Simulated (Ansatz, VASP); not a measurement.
One calculation of Sc3Te, two programs

```
Sc Te
1.0
     0.00000    3.56950    3.56950
     3.56950    0.00000    3.56950
     3.56950    3.56950    0.00000
Sc Te
3 1
Cartesian
  1.7848 1.7848 1.7848
  5.3543 5.3543 5.3543
  3.5695 3.5695 3.5695
  0.0000 0.0000 0.0000
```

The cell was built by a generator and needn't be a form met in nature.

Alike in both runs: task single point; functional PBE; k mesh 5 × 5 × 5; occupations fermi-dirac, width 0.05 eV; no spin polarisation; Hubbard terms Sc d U = 8 eV.

```csv
,VASP,Ansatz
version,VASP 6.6.1,Ansatz 0.2.0
potentials or method,"VASP PAW PBE potentials, release 64 (Sc_sv, Te)",Ansatz PAW
plane-wave cutoff (eV),520,420
valence electrons in the cell,39,49
```

VASP gave:

```
gap on the k mesh at the Fermi level (eV) : none
pressure (GPa)                            : 16.7
```

Task: Estimate Ansatz's values.

Result: gap on the k mesh at the Fermi level (eV): none; pressure (GPa): 17.0.

The programs project onto different local orbitals, so the same U acts differently. A gap of «none» marks a metal or a gap that the smearing closes. The two sets of potentials don't hold the same shells in valence.

Caveats: U without spin polarisation on a metal has little footing; the U is typed as a test and isn't derived for this compound. Spin-orbit coupling is left out, which matters for the levels of Te.
